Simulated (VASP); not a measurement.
HfN:

```xyz
2
Lattice="0.0000 2.2560 2.2560 2.2560 0.0000 2.2560 2.2560 2.2560 0.0000" Properties=species:S:1:pos:R:3 pbc="T T T"
Hf    0.0000    0.0000    0.0000
N     2.2560    2.2560    2.2560
```

- Program: VASP 6.6.1
- Task: relaxation of cell and atoms
- Functional: PBEsol
- Potentials or basis: VASP PAW PBE potentials, release 64 (Hf_pv, N)
- Cutoff: 600 eV
- k mesh: 14 × 14 × 14
- Occupations: methfessel-paxton, width 0.1 eV
- Spin: no spin polarisation

At the start: pressure -4.2 GPa; volume 11.48 Å³/atom.

Q: Where does the relaxation end?

A: Over 3 steps the energy falls by 2.3 meV/atom and the volume is 11.31 Å³/atom (-1.5 %); space group Fm-3m (No. 225, to 0.05 Å).

The path:
```csv
step,energy change (eV),largest force (eV/Å),pressure (GPa),volume (Å³)
1,0.0000,0.0000,-4.21,22.96
2,0.0133,0.0000,9.07,21.98
3,-0.0045,0.0000,-0.04,22.63
```

Final structure:
```yaml
crystal:
  lattice:
    - [0.00000, 2.24494, 2.24494]
    - [2.24494, 0.00000, 2.24494]
    - [2.24494, 2.24494, 0.00000]
  atoms:
    - { symbol: Hf, position: [0.00000, 0.00000, 0.00000] }
    - { symbol: N, position: [0.50000, 0.50000, 0.50000] }
```

Caveat: the PAW data sets were made with another functional, which shifts forces and pressure a little.
